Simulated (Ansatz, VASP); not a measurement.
TaF4: VASP beside Ansatz

```
CELL_PARAMETERS angstrom
0.00000 3.03209 3.03209
3.03209 0.00000 3.03209
3.03209 3.03209 0.00000
ATOMIC_POSITIONS crystal
Ta 0.50000 0.50000 0.50000
F 0.12504 0.62489 0.12504
F 0.12504 0.12504 0.12504
F 0.62489 0.12504 0.12504
F 0.12504 0.12504 0.62489
```

Alike in both runs: functional PBE; k mesh 6 × 6 × 6; occupations gaussian, width 0.1 eV; no spin polarisation.

Ansatz relaxed the structure, and its values are those at the end. VASP's run is a single point on that final structure, the one shown.

```csv
,VASP,Ansatz
version,VASP 6.6.1,Ansatz 0.2.0
potentials or method,"VASP PAW PBE potentials, release 64 (Ta_pv, F)","scalar-relativistic, plane waves, PAW"
plane-wave cutoff (eV),520,420
valence electrons in the cell,39,41
```

```csv
,VASP,Ansatz,Ansatz less VASP
gap on the k mesh at the Fermi level (eV),none,none,-
pressure (GPa),-0.3,0.0,+0.36
rms of the force components (eV/Å),0.009,0.007,-0.0018
```

A gap of «none» marks a metal or a gap that the smearing closes. The two sets of potentials don't hold the same shells in valence.

Caveats: an odd number of electrons without spin polarisation forces a metal; a magnetic or distorted state may lie lower. The runs have no spin-orbit coupling, so splittings on Ta are missing.
